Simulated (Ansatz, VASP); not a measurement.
## SiC: VASP beside Ansatz

Wanted: the spread between two codes on one cell, functional and k mesh. The cell is taken from a series of runs on this material, whose earlier steps may have relaxed, scaled, displaced or heated it; both programs get it as it stands.

Program: Ansatz 0.2.0. Level of theory: plane waves, with VASP 6.6.1 beside it; single point at PBE. Results are calculated unless marked as measured.

**1. The structure**

The structure is hexagonal, space group P6_3mc (No. 186). Conventional cell: a = 3.092 Å, b = 3.092 Å, c = 5.074 Å, α = 90.00°, β = 90.00°, γ = 120.00°. Si has 4 C at 1.89 to 1.91 Å nearest. C has 4 Si at 1.89 to 1.91 Å nearest. Farther neighbours are not listed.

**2. Ansatz: single point, PBE**

Ansatz runs on its PAW soft_1 files.

A single point gives forces, pressure and levels at one fixed geometry, so differences don't come from the geometry; what else differs is listed under the comparison.

File input.yaml:

```yaml
crystal:
  lattice:
    - [3.0918290149, 0.0, 0.0]
    - [-1.5459145075, 2.6776024711, 0.0]
    - [0.0, 0.0, 5.0737922218]
  atoms:
    - { symbol: Si, position: [0.3333333333, 0.6666666667, 0.4995713865] }
    - { symbol: Si, position: [0.6666666667, 0.3333333333, 0.9995713865] }
    - { symbol: C, position: [0.3333333333, 0.6666666667, 0.8754286135] }
    - { symbol: C, position: [0.6666666667, 0.3333333333, 0.3754286135] }
kpoints:
  mp_grid: { grid: [12, 12, 4] }
  band_path:
    path:
      - [[0.0, 0.0, 0.0], [0.5, 0.0, 0.0], [0.33333333, 0.33333333, 0.0], [0.0, 0.0, 0.0], [0.0, 0.0, 0.5], [0.5, 0.0, 0.5], [0.33333333, 0.33333333, 0.5], [0.0, 0.0, 0.5]]
      - [[0.5, 0.0, 0.5], [0.5, 0.0, 0.0]]
      - [[0.33333333, 0.33333333, 0.5], [0.33333333, 0.33333333, 0.0]]
    npoints: 10
hamiltonian:
  xc: pbe
  pseudopotentials: { kind: paw, azcp: { folder: soft_1 } }
scf:
  occupations: { method: fermi_dirac, width: 0.02 }
  n_extra_bands: 5
output:
  eigenvalues: true
```

The run is started by

```
ansatz run input.yaml --threads 3 --pin off --max-ram 92160MiB --backend cuda --events-out ev --progress --plain --runs-dir out --devices 1 --max-vram 13GiB
```

Numbers of over 12 decimals in the logs are rounded to 6 here.

What it wrote:

```text
scf.n_extra_bands = 5 over 8 filled bands (N_el = 16.0): the run solves 13 bands
GPUs: using 1 of 1 available (devices: 1).
Engine: ansatz 0.2.0, x86_64-unknown-linux-gnu
Pseudopotentials: kind: paw
Pseudopotential: Si, paw, valence charge 4, recommended cutoff 420 eV (normal), soft_1/Si.paw.azcp
Pseudopotential: C, paw, valence charge 4, recommended cutoff 420 eV (normal), soft_1/C.paw.azcp
Functional definition: PBE
  parameter kappa = 0.804
  parameter beta = 0.066725
  exchange = pbe_x(kappa = kappa, mu = beta*pi^2/3)
  correlation = pbe_c(beta = beta)
device memory: the entry about to start is reckoned to put 1.3 GiB on a device that reports 32.9 GiB free (of which the cap on the GPU budget leaves the run 13.0 GiB)
GPU FFT provider: cuFFT
GPU libraries: cuBLAS 13.8.2, cuFFT 12.4.0, cuSOLVER 12.3.4
Crystal: 4 atoms, lattice volume = 42.004 Å³
Basis set: ecut = 420 eV, 809 PW (Γ)
Bands: 13, of which v1, the nominal top of the filled ones, is band 8 counted from 1 (7 counted from 0)
Symmetry: 12 space group operations
Space group: P63mc (ITA 186), of the structure as read, at distance tolerance 3.5e-5 Å
k-points: 57 of 576 (time reversal used)
Non-local potential: Si, projectors of the file, l = 0: 2, l = 1: 2, l = 2: 1
Non-local potential: C, projectors of the file, l = 0: 2, l = 1: 2, l = 2: 1
PAW form: soft (Blöchl's): semilocal exchange-correlation on the pseudo side does not see the compensation charge
PAW one-centre angular grid: Si, 110 points (default); XC on 64 Gauss nodes
PAW one-centre angular grid: C, 110 points (default); XC on 64 Gauss nodes
Initial density: superposition of atomic densities (chi_scale 0.1, normalization cell, long waves kept (reshape's long-wave potential 0.00 eV rms))
Initial wavefunctions: pseudopotential atomic-orbital guess
GPU buffer pool allocated for 20736 grid points (all kernels)
GPU transforms: local potential and band sums: pruned to the plane-wave sphere, on 24×24×36
Functional: x = pbe(κ = 0.804, μ = 0.219515), c = pbe(β = 0.066725)
SCF iter   1: F=—  HF=-1777.246644 eV  |F-HF|=—  |Δ(HF+E_count)|=         —  Δρ=1.36e-1  dr2=9.52e0  ethr=3.10e-3  ⟨swp⟩=6.2  Hψ=5251  notcnv=0
preconditioner: auto → none  [insulator: Δε(μ)=4.351 eV  Ē_g=13.155 eV  σ=0.020 eV  W_gap=1.00  n_scr=2 (ndim 8)  ℏωp=22.9 eV  f_vac=0.000  D(μ)=0.00/eV (n_scr^D=0)  ε∞_Penn≈4.0]
SCF iter   2: F=—  HF=-1774.473483 eV  |F-HF|=—  |Δ(HF+E_count)|=    2.77e0  Δρ=4.91e-2  dr2=6.33e-1  ethr=3.10e-3  ⟨swp⟩=3.9  Hψ=2242  notcnv=0  defer=57
SCF iter   3: F=—  HF=-1774.319206 eV  |F-HF|=—  |Δ(HF+E_count)|=   1.54e-1  Δρ=1.96e-2  dr2=8.40e-2  ethr=3.10e-3  ⟨swp⟩=2.9  Hψ=1759  notcnv=0  defer=57
SCF iter   4: F=—  HF=-1774.315009 eV  |F-HF|=—  |Δ(HF+E_count)|=   4.20e-3  Δρ=1.37e-3  dr2=6.17e-4  ethr=5.25e-4  ⟨swp⟩=2.0  Hψ=912  notcnv=0  defer=57
SCF iter   5: F=—  HF=-1774.315156 eV  |F-HF|=—  |Δ(HF+E_count)|=   1.47e-4  Δρ=2.02e-4  dr2=5.82e-6  ethr=3.85e-6  ⟨swp⟩=2.7  Hψ=1173  notcnv=0  defer=57
SCF iter   6: F=—  HF=-1774.315130 eV  |F-HF|=—  |Δ(HF+E_count)|=   2.60e-5  Δρ=3.70e-5  dr2=3.90e-7  ethr=3.64e-8  ⟨swp⟩=2.0  Hψ=1197  notcnv=0  defer=57
SCF iter   7: F=-1774.315130 eV  HF=-1774.315130 eV  |F-HF|=1.75e-9  |Δ(HF+E_count)|=   1.09e-7  Δρ=5.68e-6  dr2=6.84e-9  ethr=6.25e-10  ⟨swp⟩=9.2  Hψ=3624  notcnv=0
SCF 1 converged in 7 iterations: F = -1774.315130 eV  dr2 = 6.84e-9
  greatest PAW one-centre occupation: 0.646 electrons in one spin orbital (limit 2), on the C atom at site 3 (counted from 0), in its partial waves of l = 0
device memory: the entry about to start is reckoned to put 1.2 GiB on a device that reports 31.1 GiB free (of which the cap on the GPU budget leaves the run 13.0 GiB)
NSCF: frozen V_eff on 93 k-points, pencils in batches of 32, up to order 60
SCF converged after 7 iterations
Free energy (F): -1774.315130 eV
Harris-Foulkes:  -1774.315130 eV  (|F-HF|=1.75e-9)
Internal energy: -1774.315130 eV  (E = F + TS)
E sigma→0 (E₀):  -1774.315130 eV
Fermi energy:    10.593576 eV
--- Per-component energies (eV) ---
  E_band       = 55.076746
  E_kinetic    = 265.267706
  E_local      = -194.496544  (includes V_loc(G=0)·N_el)
  E_nonlocal   = 89.970229
  E_hartree    = 64.873456
  E_xc         = -210.873344
  E_vxc        = -216.791227  (∫ρ·V_xc dr)
  E_paw        = -1223.128731  (= ΣΔE_a)
  E_vpaw       = -18.620858  (= ΣTr[D̂ρ^β])
  E_aug_tail   = 0.000106  (compensation charges beyond the density's cutoff)
  E_ewald      = -565.928008
  E_smearing   = -0.000000  (= −TS)
  E_closure    = 0.000000  (closes the sum)
  Σ components = -1774.315130   (vs F -1774.315130, Δ=0.00e0)
--- Band table (eV; the first three rows and the last of 57) ---
  k-point 0: bands = [... 4 lower, 8.1281, 9.3304, 9.4383, 9.4383, 14.1059, 15.4636, 16.0148, 16.0148, ... 1 higher]
  k-point 1: bands = [... 4 lower, 8.2947, 8.2947, 9.2174, 9.2174, 14.3867, 16.1417, 16.1417, 16.2967, ... 1 higher]
  k-point 2: bands = [... 4 lower, 8.7292, 8.7292, 8.7292, 8.7292, 15.1939, 15.1939, 16.7050, 16.7050, ... 1 higher]
  k-point 56: bands = [... 4 lower, 3.8755, 3.8755, 7.7111, 7.7111, 14.4343, 14.4343, 15.4310, 15.4310, ... 1 higher]
```

**3. VASP: single point, PBE**

The same cell, functional, mesh and smearing now go to VASP, with its own data sets.

Lines of VASP's logs that name or quote its potential files are left out, and so is its time.

File INCAR:

```
SYSTEM = SiC
PREC = Accurate
ENCUT = 520
EDIFF = 1E-06
NELM = 120
ISMEAR = -1
SIGMA = 0.02
LREAL = .FALSE.
ALGO = Normal
GGA = PE
NBANDS = 14
LORBIT = 11
LWAVE = .FALSE.
LCHARG = .FALSE.
ISIF = 2
LASPH = .TRUE.
GGA_COMPAT = .FALSE.
EFERMI = MIDGAP
```

File POSCAR:

```
SiC
1.0
    3.0918290149      0.0000000000      0.0000000000
   -1.5459145075      2.6776024711      0.0000000000
    0.0000000000      0.0000000000      5.0737922218
Si C
2 2
Direct
    0.3333333334      0.6666666668      0.4995713865
    0.6666666668      0.3333333334      0.9995713865
    0.3333333334      0.6666666668      0.8754286135
    0.6666666668      0.3333333334      0.3754286135
```

File KPOINTS:

```
Automatic mesh
0
Gamma
12 12 4
0 0 0
```

Potentials, in the order of the species: Si and C (PBE family, release 64).

The run is started by

```
mpirun -np 1 vasp_std
```

What it wrote:

```text
[banner, memory and clock lines left out]
running    1 mpi-ranks, on    1 nodes
 distrk:  each k-point on    1 cores,    1 groups
 distr:  one band on    1 cores,    1 groups

 POSCAR found type information on POSCAR SiC
 POSCAR found :  2 types and       4 ions
 LDA part: xc-table for (Slater+PW92), standard interpolation
 POSCAR, INCAR and KPOINTS ok, starting setup
 FFT: planning ... GRIDC
 FFT: planning ... GRID_SOFT
 FFT: planning ... GRID
 WAVECAR not read
 entering main loop
       N       E                     dE             d eps       ncg     rms          rms(c)
DAV:   1     0.304784773213E+02    0.30478E+02   -0.73813E+03  1596   0.102E+03
DAV:   2    -0.309172803756E+02   -0.61396E+02   -0.55951E+02  2214   0.172E+02
DAV:   3    -0.337245017912E+02   -0.28072E+01   -0.27935E+01  2190   0.355E+01
DAV:   4    -0.337506576466E+02   -0.26156E-01   -0.26151E-01  1842   0.411E+00
DAV:   5    -0.337509974706E+02   -0.33982E-03   -0.33979E-03  2196   0.440E-01    0.123E+01
DAV:   6    -0.301981796263E+02    0.35528E+01   -0.84450E+00  2058   0.177E+01    0.551E+00
DAV:   7    -0.301277143332E+02    0.70465E-01   -0.10391E+00  2196   0.627E+00    0.243E+00
DAV:   8    -0.301118381753E+02    0.15876E-01   -0.50469E-02  1860   0.151E+00    0.608E-01
DAV:   9    -0.301104868377E+02    0.13513E-02   -0.80101E-03  2106   0.629E-01    0.128E-01
DAV:  10    -0.301107748962E+02   -0.28806E-03   -0.87045E-04  1974   0.189E-01    0.578E-02
DAV:  11    -0.301108001836E+02   -0.25287E-04   -0.11070E-04  1854   0.789E-02    0.133E-02
DAV:  12    -0.301108014304E+02   -0.12468E-05   -0.53940E-06  2004   0.167E-02    0.352E-03
DAV:  13    -0.301108019493E+02   -0.51896E-06   -0.30087E-07  1158   0.405E-03
   1 F= -.30110802E+02 E0= -.30110802E+02  d E =0.000000E+00
```

OUTCAR, selected parts (step 3):

```text
ion  position               nearest neighbor table
   1  0.333  0.667  0.500-   4 1.89   4 1.89   4 1.89   3 1.91   2 3.10   2 3.10   2 3.10   2 3.10
                             2 3.10   2 3.10
   2  0.667  0.333  1.000-   3 1.89   3 1.89   3 1.89   4 1.91   1 3.10   1 3.10   1 3.10   1 3.10
                             1 3.10   1 3.10
   3  0.333  0.667  0.875-   2 1.89   2 1.89   2 1.89   1 1.91
   4  0.667  0.333  0.375-   1 1.89   1 1.89   1 1.89   2 1.91

  LATTYP: Found a hexagonal cell.
 ALAT       =     3.0918290149
 C/A-ratio  =     1.6410326048

 Subroutine GETGRP returns: Found 12 space group operations
 (whereof  6 operations were pure point group operations)

The static configuration has the point symmetry C_3v.
 The point group associated with its full space group is C_6v.

 Found     57 irreducible k-points:

   k-points           NKPTS =     57   k-points in BZ     NKDIM =     57   number of bands    NBANDS=     14

   dimension x,y,z NGX =    24 NGY =   24 NGZ =   40
   dimension x,y,z NGXF=    48 NGYF=   48 NGZF=   80

   ENCUT  =  520.0 eV  38.22 Ry    6.18 a.u.   5.75  5.75  9.43*2*pi/ulx,y,z

   NELECT =      16.0000    total number of electrons

 k-points in reciprocal lattice and weights: Automatic mesh
   0.00000000  0.00000000  0.00000000       0.002
   0.08333333 -0.00000000  0.00000000       0.010
   0.16666667  0.00000000  0.00000000       0.010
   0.25000000 -0.00000000  0.00000000       0.010
   0.33333333  0.00000000  0.00000000       0.010
   0.41666667 -0.00000000  0.00000000       0.010
   0.50000000 -0.00000000  0.00000000       0.005
   0.08333333  0.08333333  0.00000000       0.010
   0.16666667  0.08333333  0.00000000       0.021
[...]
0.33333333  0.25000000  0.50000000       0.021
   0.33333333  0.33333333  0.50000000       0.003

 average (electrostatic) potential at core
       1 -80.5838       2 -80.5838       3 -44.9768       4 -44.9768

 E-fermi :   9.2374

 k-point     1 :       0.0000    0.0000    0.0000
  band No.  band energies     occupation
    ...
      4       6.7757      2.00000
      5       6.7757      2.00000
      6       7.9763      2.00000
      7       8.0853      2.00000
      8       8.0853      2.00000
      9      12.7600      0.00000
     10      14.1330      0.00000
     11      14.6606      0.00000
     12      14.6606      0.00000
     13      15.7028      0.00000
    ...

 k-point     2 :       0.0833   -0.0000    0.0000
  band No.  band energies     occupation
    ...
      4       6.0954      2.00000
      5       6.5679      2.00000
      6       7.6214      2.00000
      7       7.8987      2.00000
      8       8.0180      2.00000
      9      13.1753      0.00000
     10      14.1711      0.00000
     11      14.6380      0.00000
     12      14.9068      0.00000
     13      15.8799      0.00000
    ...

 k-point     3 :       0.1667    0.0000    0.0000
  band No.  band energies     occupation
    ...
      4       4.6208      2.00000
      5       6.0973      2.00000
      6       6.5079      2.00000
      7       7.6168      2.00000
      8       7.7976      2.00000
      9      12.8851      0.00000
     10      14.7208      0.00000
     11      15.1053      0.00000
     12      15.2691      0.00000
     13      15.4349      0.00000
    ...

  Total       -0.0046000     -0.0046000      0.0008157      0.0000000      0.0000000      0.0000000
  in kB       -0.1754593     -0.1754593      0.0311120      0.0000000      0.0000000      0.0000000
  external PRESSURE =      -0.1066022 kB  Pullay stress =       0.0000000 kB

  energy-cutoff  :      520.00
  volume of cell :       42.00
      direct lattice vectors                 reciprocal lattice vectors
     3.091829015  0.000000000  0.000000000     0.323433151  0.186734217  0.000000000
    -1.545914508  2.677602471  0.000000000     0.000000000  0.373468433  0.000000000
     0.000000000  0.000000000  5.073792222     0.000000000  0.000000000  0.197091240

 POSITION                                       TOTAL-FORCE (eV/Angst)
 -----------------------------------------------------------------------------------
     -0.00000      1.78507      2.53472         0.000000      0.000000      0.000308
      1.54591      0.89253      5.07162        -0.000000     -0.000000      0.000308
     -0.00000      1.78507      4.44174        -0.000000      0.000000     -0.000308
      1.54591      0.89253      1.90485         0.000000     -0.000000     -0.000308
 -----------------------------------------------------------------------------------
    total drift:                               -0.000000     -0.000000     -0.000143

  FREE ENERGIE OF THE ION-ELECTRON SYSTEM (eV)
  ---------------------------------------------------
  free  energy   TOTEN  =       -30.1108019493 eV

  energy  without entropy=      -30.1108019493  energy(sigma->0) =      -30.11080195

 total charge
# of ion       s       p       d       tot
------------------------------------------
    1        0.707   0.956   0.000   1.663
    2        0.707   0.956   0.000   1.663
    3        0.836   1.697   0.000   2.533
    4        0.836   1.697   0.000   2.533
--------------------------------------------------
tot          3.086   5.306   0.000   8.392

[... 3 further parts left out ...]
```

The run ends at a pressure of -0.01 GPa, with forces up to 3.1e-4 eV/Å.

**4. Side by side**

Known differences besides the potentials themselves: the cutoff is 420 eV in Ansatz and 520 eV in VASP. Total energies have different zeros and are not compared.

Both answers:

| quantity | Ansatz | VASP | difference |
| --- | --- | --- | --- |
| gap on the k mesh (eV) | 2.308 | 2.304 | +0.004 |

A gap on the mesh is an upper bound, since the band edges may lie between its points.

**5. Outcome**

```
difference in gap on the k mesh (single point, PBE) : 0.0043 eV
```

The difference in gap on the k mesh is 0.0043 eV (single point, PBE), within the 0.08 eV picked in this series as the mark of a large difference. How closely two codes agree says nothing of how well the functional describes the real material.

[Lines on the potential files, build, host, timing and source positions are cut from VASP's logs without a mark.]

[Logs are printed without paths, hosts, clocks, repeated set-up lines and the standing remarks that a program may print on its own settings, such as how far it seeks lower states.]

[Hosts, paths, dates, database ids (printed as entryN), source tags and the programs' standing remarks are cut or masked in the printed files.]
